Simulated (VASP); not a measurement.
An input for Ansatz (written as the equivalent of a VASP run, and not itself run):

Ansatz 0.2 input:
```yaml
crystal:
  lattice:
    - [0.0000000, 2.2656380, 2.2656380]
    - [2.2656380, 0.0000000, 2.2656380]
    - [2.2656380, 2.2656380, 0.0000000]
  atoms:
    - { symbol: Mg, position: [0.0000000, 0.0000000, 0.0000000] }
kpoints:
  mp_grid: { grid: [13, 13, 13] }
hamiltonian:
  xc: r2scan
  pseudopotentials: { kind: paw }
scf:
  occupations: { method: methfessel_paxton, width: 0.1 }
  max_iter: 100
relax:
  max_steps: 60
  f_tol: 0.01
  cell: {}
output: { forces: true, stress: true, eigenvalues: true }
```

**Question.** Write the VASP files for the same calculation (r2SCAN).

**Answer.** One answer among several that fit: 
### KPOINTS
```
Automatic mesh
0
Gamma
13 13 13
0 0 0
```

POSCAR:
```
Mg
1
    0.0000000000     2.2656380000     2.2656380000
    2.2656380000     0.0000000000     2.2656380000
    2.2656380000     2.2656380000     0.0000000000
Mg
1
Direct
  0.0000000000   0.0000000000   0.0000000000
```

**INCAR**
```
SYSTEM = Mg
PREC = Accurate; ENCUT = 400; LREAL = .False.
LASPH = .True.
EDIFF = 1E-6; NELM = 100; ALGO = Normal
LMIXTAU = .True.
ISMEAR = 1; SIGMA = 0.1
METAGGA = R2SCAN
IBRION = 2; NSW = 60; ISIF = 3
EDIFFG = -0.01
LWAVE = .False.; LCHARG = .False.
```

POTCAR, in this order: Mg (PBE.64 set). Program: vasp_std.

The two are equivalent in intent, not identical: each code has its own PAW files, so the cut-off isn't converted (ENCUT is set for VASP's; basis.ecutwfc is left out, and Ansatz then takes the one that its files recommend); Ansatz stops its SCF on the density residual and VASP on the energy change (EDIFF).

The structure was generated: Mg was put into the fcc type (Fm-3m), which need not be its known phase. This run relaxes it. Symmetry was kept, so distortions that lower it aren't found.
